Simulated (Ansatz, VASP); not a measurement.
# Zn10In18O37 (partly crystallised 47In2O3-53ZnO (mol %)): VASP beside Ansatz

One calculation is typed for both programs; each brings its own data sets. How far apart do they land? The cell is taken from a series of runs on this material, whose earlier steps may have relaxed, scaled, displaced or heated it; both programs get it as it stands.

Calculated with Ansatz 0.2.0; plane waves, with VASP 6.6.1 beside it; single point at PBE.

## Step 1: The structure

The cell holds 65 atoms: 18 In, 10 Zn and 37 O. Its edges and angles: a = 9.658 Å, b = 9.669 Å, c = 9.167 Å, α = 89.6°, β = 91.4°, γ = 93.2°. As first built, before any earlier steps moved the atoms (in the runner's words): 65 atoms (18 Sc, 10 Zn, 37 O) placed at random at 4.13 g/cm^3, melted at 5000 K for 10 ps at fixed volume with the Morse and Coulomb pair potential with partial charges (Pedone, Malavasi, Menziani, Cormack and Segre, J. Phys. Chem. B 110, 11780 (2006)). Quenched from 5000 K to 300 K at 1000 K/ps and fixed volume, held 10 ps at zero pressure, then minimised at fixed cell. Then Sc was replaced by In and the cell scaled by 1.027 (the potential has no terms for the new elements, so the cell is a start for a DFT relaxation).

## Step 2: VASP: single point, PBE

With cell and atoms fixed, the geometry can't cause a difference; cores, projectors, grids and the points listed under the comparison can.

Lines of VASP's logs that name or quote its potential files are left out, and so is its time.

File INCAR:

```
SYSTEM = Zn10In18O37
PREC = Accurate
ENCUT = 600
EDIFF = 1E-06
NELM = 120
ISMEAR = 0
SIGMA = 0.05
LREAL = Auto
ALGO = Normal
GGA = PE
NBANDS = 336
LORBIT = 11
LWAVE = .FALSE.
LCHARG = .FALSE.
ISIF = 2
LASPH = .TRUE.
GGA_COMPAT = .FALSE.
EFERMI = MIDGAP
KPAR = 8
```

File POSCAR:

```
Zn10In18O37
1.0
    9.6532400000     -0.2722500000     -0.1128900000
   -0.2722500000      9.6654600000      0.0335900000
   -0.1128900000      0.0335900000      9.1664100000
In Zn O
18 10 37
Direct
    0.9245400000      0.7782500000      0.9502100000
    0.2294100000      0.1010000000      0.9333800000
    0.2766900000      0.7597900000      0.9466900000
    0.7481900000      0.3000500000      0.1928900000
    0.9477300000      0.3926200000      0.4838900000
    0.5758200000      0.6413700000      0.0530800000
    0.5940100000      0.4565900000      0.4600100000
    0.8790700000      0.1495600000      0.9215300000
    0.5710700000      0.9485900000      0.8400500000
    0.4367000000      0.9883300000      0.2001400000
    0.1930400000      0.4290200000      0.8934900000
    0.7423900000      0.0869200000      0.5668800000
    0.4432900000      0.2775100000      0.7168700000
    0.9213300000      0.7769900000      0.4406800000
    0.2610300000      0.1043700000      0.4670900000
    0.1055100000      0.5879100000      0.2074700000
    0.4162200000      0.3517100000      0.1490500000
    0.5813300000      0.7973500000      0.4297000000
    0.0718500000      0.2512800000      0.2167700000
    0.1146800000      0.9186700000      0.2234800000
    0.0635700000      0.9657100000      0.6867100000
    0.4227400000      0.6089100000      0.7024600000
    0.0682000000      0.6248000000      0.6866900000
    0.2590400000      0.4162200000      0.4673500000
    0.7727200000      0.4456200000      0.8131300000
    0.7329100000      0.7024500000      0.7003800000
    0.2653200000      0.7709700000      0.4889200000
    0.7840200000      0.9500400000      0.1835300000
    0.9480200000      0.4561800000      0.7009200000
    0.3684800000      0.5447600000      0.0149200000
    0.7757500000      0.9410400000      0.3999200000
    0.4315900000      0.6294900000      0.4794500000
    0.0985300000      0.9182700000      0.9165700000
    0.2439600000      0.7291700000      0.7096100000
    0.5900500000      0.4634400000      0.6957200000
    0.4930200000      0.7392300000      0.8622100000
    0.4206400000      0.2900700000      0.4765700000
    0.7551600000      0.6336400000      0.9122900000
    0.1110000000      0.9158600000      0.4649500000
    0.7461800000      0.2894500000      0.4470500000
    0.0814200000      0.2531900000      0.9764600000
    0.3652800000      0.2789500000      0.9339100000
    0.5459900000      0.1832900000      0.1933700000
    0.9424600000      0.7972200000      0.1944300000
    0.2304600000      0.0916900000      0.2114200000
    0.9399000000      0.4270400000      0.2500500000
    0.5884400000      0.8215700000      0.1934800000
    0.6014500000      0.4753200000      0.2174900000
    0.6023100000      0.1389900000      0.7299500000
    0.9204000000      0.1050200000      0.7023700000
    0.3941400000      0.9666300000      0.9748000000
    0.2352900000      0.4157000000      0.2468600000
    0.1040800000      0.2543300000      0.4450100000
    0.2828300000      0.4398400000      0.6868300000
    0.8898900000      0.1339200000      0.1651200000
    0.7513500000      0.3100500000      0.9616100000
    0.2445300000      0.7722600000      0.1830700000
    0.7701000000      0.9443700000      0.9592600000
    0.2620100000      0.0959400000      0.6988500000
    0.4058600000      0.9374000000      0.4237600000
    0.0845700000      0.6092500000      0.9669500000
    0.9362500000      0.7787900000      0.6917600000
    0.0807400000      0.6172100000      0.4462800000
    0.7390300000      0.6407300000      0.4824600000
    0.6437500000      0.8731800000      0.6419700000
```

File KPOINTS:

```
Automatic mesh
0
Gamma
2 2 2
0 0 0
```

The projector-augmented-wave data sets are In_d, Zn and O (PBE family, release 64).

On the command line:

```bash
$ mpirun -np 8 vasp_std
```

Numbers of over 12 decimals in the logs are rounded to 6 here.

Output:

```text
[banner, memory and clock lines left out]
running    8 mpi-ranks, on    1 nodes
[...]
|                                                                             |
|           W    W    AA    RRRRR   N    N  II  N    N   GGGG   !!!           |
|           W    W   A  A   R    R  NN   N  II  NN   N  G    G  !!!           |
|           W    W  A    A  R    R  N N  N  II  N N  N  G       !!!           |
|           W WW W  AAAAAA  RRRRR   N  N N  II  N  N N  G  GGG   !            |
|           WW  WW  A    A  R   R   N   NN  II  N   NN  G    G                |
|           W    W  A    A  R    R  N    N  II  N    N   GGGG   !!!           |
|                                                                             |
|     For optimal performance we recommend to set                             |
|       NCORE = 2 up to number-of-cores-per-socket                            |
|     NCORE specifies how many cores store one orbital (NPAR=cpu/NCORE).      |
|     This setting can greatly improve the performance of VASP for DFT.       |
|     The default, NCORE=1 might be grossly inefficient on modern             |
|     multi-core architectures or massively parallel machines. Do your        |
|     Unfortunately you need to use the default for GW and RPA                |
|     calculations (for HF NCORE is supported but not extensively tested      |
|     yet).                                                                   |
|                                                                             |

 LDA part: xc-table for (Slater+PW92), standard interpolation
 POSCAR, INCAR and KPOINTS ok, starting setup
[...]
entering main loop
       N       E                     dE             d eps       ncg     rms          rms(c)
DAV:   1     0.108230722311E+05    0.10823E+05   -0.25773E+05  5376   0.269E+03
DAV:   2     0.270447982790E+04   -0.81186E+04   -0.78325E+04  5376   0.808E+02
DAV:   3     0.120790418546E+03   -0.25837E+04   -0.24252E+04  5392   0.358E+02
DAV:   4    -0.364816923703E+03   -0.48561E+03   -0.47178E+03  6992   0.150E+02
[...]
DAV:  18    -0.329813934948E+03    0.47282E-06   -0.52535E-05  7480   0.376E-02    0.132E-02
DAV:  19    -0.329813935217E+03   -0.26864E-06   -0.15184E-05  6104   0.199E-02    0.643E-03
DAV:  20    -0.329813935358E+03   -0.14174E-06   -0.60593E-06  4488   0.938E-03
   1 F= -.32981394E+03 E0= -.32981387E+03  d E =-.131429E-03
```

Parts of OUTCAR (step 2):

```text
  Total        1.9431933      2.0488331      2.1194853      0.1150197     -0.0372277     -0.0792156
  in kB        3.6437109      3.8417977      3.9742786      0.2156752     -0.0698062     -0.1485384
  external PRESSURE =       3.8199291 kB  Pullay stress =       0.0000000 kB

 POSITION                                       TOTAL-FORCE (eV/Angst)
 -----------------------------------------------------------------------------------
      8.60566      7.30236      8.63178        -0.000475     -0.007880     -0.014907
      2.08168      0.94511      8.53324        -0.005290      0.009683      0.000349
      2.35723      7.30019      8.67203         0.014128     -0.012277     -0.012184
      7.11899      2.70291      1.69372        -0.007931     -0.000744      0.024471
      8.98715      3.55309      4.34173         0.019149      0.010958      0.017844
      5.37792      6.04415      0.44309         0.027096     -0.011604      0.009982
      5.55788      4.26688      4.16492        -0.023386     -0.004779     -0.010098
      8.34112      1.23719      8.35291         0.007822     -0.002087     -0.013383
      5.15959      9.04130      7.66764        -0.010634      0.011995      0.001751
      3.92390      9.44050      1.81846        -0.008729     -0.020856      0.002135
      1.64579      4.12413      8.18271        -0.004648      0.003213     -0.013136
      7.07881      0.65705      5.11537        -0.022108     -0.000398     -0.027741
      4.12271      2.58566      6.53040        -0.003975     -0.020668      0.013041
      8.63254      7.27394      3.96154        -0.002890      0.015081      0.010796
[...]
-----------------------------------------------------------------------------------
    total drift:                               -0.000606     -0.024521     -0.006904

  FREE ENERGIE OF THE ION-ELECTRON SYSTEM (eV)
  ---------------------------------------------------
  free  energy   TOTEN  =      -329.8139353584 eV

  energy  without entropy=     -329.8138039290  energy(sigma->0) =     -329.81386964

[... 1 further part left out ...]
```

The run ends at a pressure of 0.38 GPa, with forces up to 0.067 eV/Å.

## Step 3: Ansatz: single point, PBE

Ansatz runs on its PAW soft_1 files.

The same cell, functional, mesh and smearing now go to Ansatz, which takes its cutoff from its data sets.

File input.yaml:

```yaml
crystal:
  lattice:
    - [9.65324, -0.27225, -0.11289]
    - [-0.27225, 9.66546, 0.03359]
    - [-0.11289, 0.03359, 9.16641]
  atoms:
    - { symbol: In, position: [0.92454, 0.77825, 0.95021] }
    - { symbol: In, position: [0.22941, 0.101, 0.93338] }
    - { symbol: In, position: [0.27669, 0.75979, 0.94669] }
    - { symbol: In, position: [0.74819, 0.30005, 0.19289] }
    - { symbol: In, position: [0.94773, 0.39262, 0.48389] }
    - { symbol: In, position: [0.57582, 0.64137, 0.05308] }
    - { symbol: In, position: [0.59401, 0.45659, 0.46001] }
    - { symbol: In, position: [0.87907, 0.14956, 0.92153] }
    - { symbol: In, position: [0.57107, 0.94859, 0.84005] }
    - { symbol: In, position: [0.4367, 0.98833, 0.20014] }
    - { symbol: In, position: [0.19304, 0.42902, 0.89349] }
    - { symbol: In, position: [0.74239, 0.08692, 0.56688] }
    - { symbol: In, position: [0.44329, 0.27751, 0.71687] }
    - { symbol: In, position: [0.92133, 0.77699, 0.44068] }
    - { symbol: In, position: [0.26103, 0.10437, 0.46709] }
    - { symbol: In, position: [0.10551, 0.58791, 0.20747] }
    - { symbol: In, position: [0.41622, 0.35171, 0.14905] }
    - { symbol: In, position: [0.58133, 0.79735, 0.4297] }
    - { symbol: Zn, position: [0.07185, 0.25128, 0.21677] }
    - { symbol: Zn, position: [0.11468, 0.91867, 0.22348] }
    - { symbol: Zn, position: [0.06357, 0.96571, 0.68671] }
    - { symbol: Zn, position: [0.42274, 0.60891, 0.70246] }
    - { symbol: Zn, position: [0.0682, 0.6248, 0.68669] }
    - { symbol: Zn, position: [0.25904, 0.41622, 0.46735] }
    - { symbol: Zn, position: [0.77272, 0.44562, 0.81313] }
    - { symbol: Zn, position: [0.73291, 0.70245, 0.70038] }
    - { symbol: Zn, position: [0.26532, 0.77097, 0.48892] }
    - { symbol: Zn, position: [0.78402, 0.95004, 0.18353] }
    - { symbol: O, position: [0.94802, 0.45618, 0.70092] }
    - { symbol: O, position: [0.36848, 0.54476, 0.01492] }
    - { symbol: O, position: [0.77575, 0.94104, 0.39992] }
    - { symbol: O, position: [0.43159, 0.62949, 0.47945] }
    - { symbol: O, position: [0.09853, 0.91827, 0.91657] }
    - { symbol: O, position: [0.24396, 0.72917, 0.70961] }
    - { symbol: O, position: [0.59005, 0.46344, 0.69572] }
    - { symbol: O, position: [0.49302, 0.73923, 0.86221] }
    - { symbol: O, position: [0.42064, 0.29007, 0.47657] }
    - { symbol: O, position: [0.75516, 0.63364, 0.91229] }
    - { symbol: O, position: [0.111, 0.91586, 0.46495] }
    - { symbol: O, position: [0.74618, 0.28945, 0.44705] }
    - { symbol: O, position: [0.08142, 0.25319, 0.97646] }
    - { symbol: O, position: [0.36528, 0.27895, 0.93391] }
    - { symbol: O, position: [0.54599, 0.18329, 0.19337] }
    - { symbol: O, position: [0.94246, 0.79722, 0.19443] }
    - { symbol: O, position: [0.23046, 0.09169, 0.21142] }
    - { symbol: O, position: [0.9399, 0.42704, 0.25005] }
    - { symbol: O, position: [0.58844, 0.82157, 0.19348] }
    - { symbol: O, position: [0.60145, 0.47532, 0.21749] }
    - { symbol: O, position: [0.60231, 0.13899, 0.72995] }
    - { symbol: O, position: [0.9204, 0.10502, 0.70237] }
    - { symbol: O, position: [0.39414, 0.96663, 0.9748] }
    - { symbol: O, position: [0.23529, 0.4157, 0.24686] }
    - { symbol: O, position: [0.10408, 0.25433, 0.44501] }
    - { symbol: O, position: [0.28283, 0.43984, 0.68683] }
    - { symbol: O, position: [0.88989, 0.13392, 0.16512] }
    - { symbol: O, position: [0.75135, 0.31005, 0.96161] }
    - { symbol: O, position: [0.24453, 0.77226, 0.18307] }
    - { symbol: O, position: [0.7701, 0.94437, 0.95926] }
    - { symbol: O, position: [0.26201, 0.09594, 0.69885] }
    - { symbol: O, position: [0.40586, 0.9374, 0.42376] }
    - { symbol: O, position: [0.08457, 0.60925, 0.96695] }
    - { symbol: O, position: [0.93625, 0.77879, 0.69176] }
    - { symbol: O, position: [0.08074, 0.61721, 0.44628] }
    - { symbol: O, position: [0.73903, 0.64073, 0.48246] }
    - { symbol: O, position: [0.64375, 0.87318, 0.64197] }
kpoints:
  mp_grid: { grid: [2, 2, 2] }
hamiltonian:
  xc: pbe
  pseudopotentials: { kind: paw, azcp: { folder: soft_1 } }
scf:
  occupations: { method: gaussian, width: 0.05 }
output:
  forces: true
  stress: true
  populations: true
  dos:
    method: { smearing: { sigma: 0.1 } }
    de: 0.1
    projected: { site_lists: { In: [In], O: [O], Zn: [Zn] } }
  eigenvalues: true
  write_density: true
  write_potential: true
  volumetric_format: npy
```

On the command line:

```bash
$ ansatz run input.yaml --threads 16 --pin off --max-ram 31232MiB --backend cpu --events-out ev --progress --plain --runs-dir out
```

Output:

```text
Engine: ansatz 0.2.0, aarch64-unknown-linux-gnu
Pseudopotentials: kind: paw
Pseudopotential: In, paw, valence charge 13, recommended cutoff 420 eV (normal), soft_1/In.paw.azcp
Pseudopotential: Zn, paw, valence charge 12, recommended cutoff 420 eV (normal), soft_1/Zn.paw.azcp
Pseudopotential: O, paw, valence charge 6, recommended cutoff 420 eV (normal), soft_1/O.paw.azcp
Functional definition: PBE
  parameter kappa = 0.804
  parameter beta = 0.066725
  exchange = pbe_x(kappa = kappa, mu = beta*pi^2/3)
  correlation = pbe_c(beta = beta)
Crystal: 65 atoms, lattice volume = 854.442 Å³
Basis set: ecut = 420 eV, 16695 PW (Γ), exchange–correlation on 144×144×128 points (8 copies of the dense FFT grid, shifted against one another)
Bands: 353, of which v1, the nominal top of the filled ones, is band 288 counted from 1 (287 counted from 0)
Symmetry: 1 space group operations
Space group: P1 (ITA 1), of the structure as read, at distance tolerance 9.5e-5 Å
k-points: 8
Non-local potential: In, projectors of the file, l = 0: 2, l = 1: 2, l = 2: 2, l = 3: 1
Non-local potential: Zn, projectors of the file, l = 0: 2, l = 1: 2, l = 2: 3, l = 3: 1
Non-local potential: O, projectors of the file, l = 0: 2, l = 1: 2, l = 2: 1
PAW form: soft (Blöchl's): semilocal exchange-correlation on the pseudo side does not see the compensation charge
PAW one-centre angular grid: In, 590 points (default); XC on 64 Gauss nodes
PAW one-centre angular grid: Zn, 590 points (default); XC on 64 Gauss nodes
PAW one-centre angular grid: O, 110 points (default); XC on 64 Gauss nodes
Initial density: superposition of atomic densities (chi_scale 0.1, normalization cell, long waves kept (reshape's long-wave potential 0.32 eV rms))
Initial wavefunctions: pseudopotential atomic-orbital guess
Functional: x = pbe(κ = 0.804, μ = 0.219515), c = pbe(β = 0.066725)
SCF iter   1: F=—  HF=-154954.335978 eV  |F-HF|=—  |Δ(HF+E_count)|=         —  Δρ=7.85e-2  dr2=3.39e1  ethr=3.10e-3  ⟨swp⟩=6.0  Hψ=11104  notcnv=0  defer=47
preconditioner: auto → Resta (q_TF=auto, 2.555 Å⁻¹)  ε∞=4.9  [insulator: Δε(μ)=0.484 eV  Ē_g=15.401 eV  σ=0.050 eV  W_gap=1.00  n_scr=248 (ndim 8)  ℏωp=30.5 eV  f_vac=0.022  D(μ)=0.00/eV (n_scr^D=0)  ε∞_Penn≈4.9]
SCF iter   2: F=—  HF=-154946.367071 eV  |F-HF|=—  |Δ(HF+E_count)|=    7.97e0  Δρ=2.97e-2  dr2=5.98e0  ethr=3.10e-3  ⟨swp⟩=2.0  Hψ=4582  notcnv=0  defer=474
SCF iter   3: F=—  HF=-154944.954462 eV  |F-HF|=—  |Δ(HF+E_count)|=    1.41e0  Δρ=1.59e-2  dr2=1.71e0  ethr=1.04e-3  ⟨swp⟩=2.1  Hψ=4586  notcnv=0  defer=472
SCF iter   4: F=—  HF=-154944.638818 eV  |F-HF|=—  |Δ(HF+E_count)|=   3.16e-1  Δρ=5.55e-3  dr2=1.87e-1  ethr=2.97e-4  ⟨swp⟩=3.1  Hψ=3720  notcnv=0  defer=472
SCF iter   5: F=—  HF=-154944.726058 eV  |F-HF|=—  |Δ(HF+E_count)|=   8.72e-2  Δρ=2.82e-3  dr2=5.44e-2  ethr=3.24e-5  ⟨swp⟩=2.0  Hψ=4576  notcnv=0  defer=472
SCF iter   6: F=—  HF=-154944.728828 eV  |F-HF|=—  |Δ(HF+E_count)|=   2.77e-3  Δρ=1.52e-3  dr2=1.64e-2  ethr=9.44e-6  ⟨swp⟩=2.0  Hψ=4667  notcnv=0  defer=472
SCF iter   7: F=—  HF=-154944.728658 eV  |F-HF|=—  |Δ(HF+E_count)|=   1.70e-4  Δρ=5.13e-4  dr2=2.27e-3  ethr=2.84e-6  ⟨swp⟩=2.0  Hψ=4401  notcnv=0  defer=472
SCF iter   8: F=—  HF=-154944.730926 eV  |F-HF|=—  |Δ(HF+E_count)|=   2.27e-3  Δρ=4.66e-4  dr2=1.68e-3  ethr=3.93e-7  ⟨swp⟩=2.0  Hψ=4638  notcnv=0  defer=472
SCF iter   9: F=—  HF=-154944.730947 eV  |F-HF|=—  |Δ(HF+E_count)|=   2.18e-5  Δρ=1.04e-4  dr2=7.57e-5  ethr=2.92e-7  ⟨swp⟩=2.0  Hψ=4540  notcnv=0  defer=472
SCF iter  10: F=—  HF=-154944.732112 eV  |F-HF|=—  |Δ(HF+E_count)|=   1.16e-3  Δρ=7.38e-5  dr2=3.69e-5  ethr=1.31e-8  ⟨swp⟩=2.0  Hψ=4656  notcnv=0  defer=472
SCF iter  11: F=—  HF=-154944.732123 eV  |F-HF|=—  |Δ(HF+E_count)|=   1.13e-5  Δρ=3.60e-5  dr2=9.14e-6  ethr=6.41e-9  ⟨swp⟩=2.0  Hψ=4642  notcnv=0  defer=472
SCF iter  12: F=—  HF=-154944.732128 eV  |F-HF|=—  |Δ(HF+E_count)|=   4.76e-6  Δρ=1.94e-5  dr2=2.06e-6  ethr=1.59e-9  ⟨swp⟩=2.0  Hψ=3641  notcnv=0  defer=472
SCF iter  13: F=—  HF=-154944.732129 eV  |F-HF|=—  |Δ(HF+E_count)|=   8.19e-7  Δρ=5.53e-6  dr2=2.90e-7  ethr=3.57e-10  ⟨swp⟩=2.0  Hψ=3857  notcnv=0  defer=472
SCF iter  14: F=-154944.732129 eV  HF=-154944.732129 eV  |F-HF|=5.73e-9  |Δ(HF+E_count)|=   5.04e-7  Δρ=2.34e-6  dr2=5.01e-8  ethr=1.74e-11  ⟨swp⟩=15.9  Hψ=24296  notcnv=0
SCF 1 converged in 14 iterations: F = -154944.732129 eV  dr2 = 5.01e-8
  greatest PAW one-centre occupation: 0.993 electrons in one spin orbital (limit 2), on the Zn atom at site 21 (counted from 0), in its partial waves of l = 2
SCF converged after 14 iterations
Free energy (F): -154944.732129 eV
Harris-Foulkes:  -154944.732129 eV  (|F-HF|=5.73e-9)
Internal energy: -154944.732076 eV  (E = F + TS)
E sigma→0 (E₀):  -154944.732102 eV
Entropy (-TS):   -0.000053 eV (-0.001 meV/atom)
Fermi energy:    8.232506 eV
--- Per-component energies (eV) ---
  E_band       = 61.033086
[...]
k-point 2: bands = [... 284 lower, 7.8011, 7.8937, 7.9602, 8.1125, 9.6384, 9.8087, 11.5547, 11.7344, ... 61 higher]
  k-point 7: bands = [... 284 lower, 7.8023, 7.9002, 7.9694, 8.1052, 10.7969, 10.9900, 11.0304, 11.1043, ... 61 higher]
--- Löwdin populations: 65 sites ---
  site symbol       q [e]
     0     In     11.9690
     1     In     11.9150
     2     In     11.9157
     3     In     11.8828
     4     In     11.9541
     5     In     11.8512
     6     In     11.9218
     7     In     11.9100
     8     In     11.8421
     9     In     11.9007
    10     In     11.9287
    11     In     11.8297
    12     In     11.8748
    13     In     11.9950
    14     In     11.9707
    15     In     11.9341
    16     In     11.8651
    17     In     11.9388
    18     Zn     10.4973
    19     Zn     10.5175
    20     Zn     10.4891
    21     Zn     10.5160
    22     Zn     10.5110
    23     Zn     10.5055
[...]
57      O      6.8256
    58      O      6.8360
    59      O      6.8170
    60      O      6.7479
    61      O      7.0271
    62      O      6.8950
    63      O      6.8235
    64      O      6.8611
  spilling = 0.004950 (of n_electrons = 576.000000)
```

## Step 4: Comparison

Known differences besides the potentials themselves: the cutoff is 420 eV in Ansatz and 600 eV in VASP (PREC = Accurate, projectors in real space). Total energies have different zeros and are not compared.

The two programs side by side:

```tsv
quantity	Ansatz	VASP	difference
pressure (GPa)	-0.01	0.38	-0.39
gap on the k mesh (eV)	0.231	0.211	+0.020
```

At this near-relaxed geometry the largest component of a force difference is 57 meV/Å. A gap on the mesh is an upper bound, since the band edges may lie between its points.

## Step 5: Outcome

```yaml
r_m_s_force_difference_single_point_pbe: 19 meV/Å
```

In words: The r.m.s. force difference is 19 meV/Å (single point, PBE), beyond the 12 meV/Å picked in this series as the mark of a large difference. What causes the difference of the single point, PBE pair stays open here. Such differences can come from data sets, numerical settings and the points named under the comparisons, not from the functional's error against experiment.

[Lines on the potential files, build, host, timing and source positions are cut from VASP's logs without a mark.]

[Logs are printed without paths, hosts, clocks, repeated set-up lines and the standing remarks that a program may print on its own settings, such as how far it seeks lower states.]

[Hosts, paths, dates, database ids (printed as entryN), source tags and the programs' standing remarks are cut or masked in the printed files.]
